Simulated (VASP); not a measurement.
Co:

```
Co
1.0
     2.50700    0.00000    0.00000
    -1.25350    2.17113    0.00000
     0.00000    0.00000    4.07000
Co
2
Cartesian
  0.0000 1.4474 1.0175
  1.2535 0.7237 3.0525
```

* Program: VASP 6.6.1
* Task: relaxation of cell and atoms
* Functional: PBE
* Potentials or basis: VASP PAW PBE potentials, release 64 (Co)
* Cutoff: 600 eV
* k mesh: 21 × 21 × 10
* Occupations: gaussian, width 0.1 eV
* Spin: collinear spin, ferromagnetic start
* Starting moments: [2.0, 2.0] μB

At the start: pressure -4.6 GPa; volume 11.08 Å³/atom.

Question: How do energy, volume and symmetry change on relaxing?

Answer: Over 7 steps the energy falls by 4.0 meV/atom and the volume is 10.81 Å³/atom (-2.4 %); space group P6_3/mmc (No. 194, to 0.05 Å); moment 3.20 μB per cell.

The path:
| step | energy change (eV) | largest force (eV/Å) | pressure (GPa) | volume (Å³) |
| --- | --- | --- | --- | --- |
| 1 | 0.0000 | 0.0000 | -4.64 | 22.15 |
| 2 | -0.0007 | 0.0000 | 5.00 | 21.14 |
| 3 | -0.0080 | 0.0000 | 0.06 | 21.62 |
| 4 | -0.0080 | 0.0000 | -0.03 | 21.63 |
| 5 | -0.0081 | 0.0000 | -0.07 | 21.64 |
| 6 | -0.0081 | 0.0000 | -0.08 | 21.64 |
| 7 | -0.0081 | 0.0000 | 0.02 | 21.62 |

Final structure:
```
CELL_PARAMETERS angstrom
2.49050 0.00000 0.00000
-1.24525 2.15684 0.00000
0.00000 0.00000 4.02556
ATOMIC_POSITIONS crystal
Co 0.33333 0.66667 0.25000
Co 0.66667 0.33333 0.75000
```
